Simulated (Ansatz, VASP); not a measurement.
SbRh3 in VASP and in Ansatz

```
Sb Rh
1.0
     3.87805    0.00000    0.00000
     0.00000    3.87805    0.00000
     0.00000    0.00000    3.87805
Sb Rh
1 3
Direct
  0.00000 0.00000 0.00000
  0.50000 0.50000 0.00000
  0.50000 0.00000 0.50000
  0.00000 0.50000 0.50000
```

The cell comes from a database or a generator and needn't be the stable form of this composition.

Alike in both runs: task relaxation of cell and atoms; functional LDA; k mesh 12 × 12 × 12; occupations gaussian, width 0.1 eV; no spin polarisation.

|  | VASP | Ansatz |
| --- | --- | --- |
| version | VASP 6.6.1 | Ansatz 0.2.0 |
| potentials or method | VASP PAW LDA potentials, release 64 (Sb, Rh_pv) | scalar-relativistic, plane waves, PAW |
| plane-wave cutoff (eV) | 600 | 420 |
| valence electrons in the cell | 50 | 66 |

|  | VASP | Ansatz | Ansatz less VASP |
| --- | --- | --- | --- |
| gap on the k mesh at the Fermi level, each at its own relaxed structure (eV) | none | none | - |
| relaxed volume (Å³/atom) | 14.62 | 14.59 | -0.033 |
| relaxed cell length with the largest relative difference (Å) | 3.882 | 3.879 | -0.0029 |

A gap of «none» marks a metal or a gap that the smearing closes. The two sets of potentials don't hold the same shells in valence.

The runs have no spin-orbit coupling, so splittings on Sb are missing.
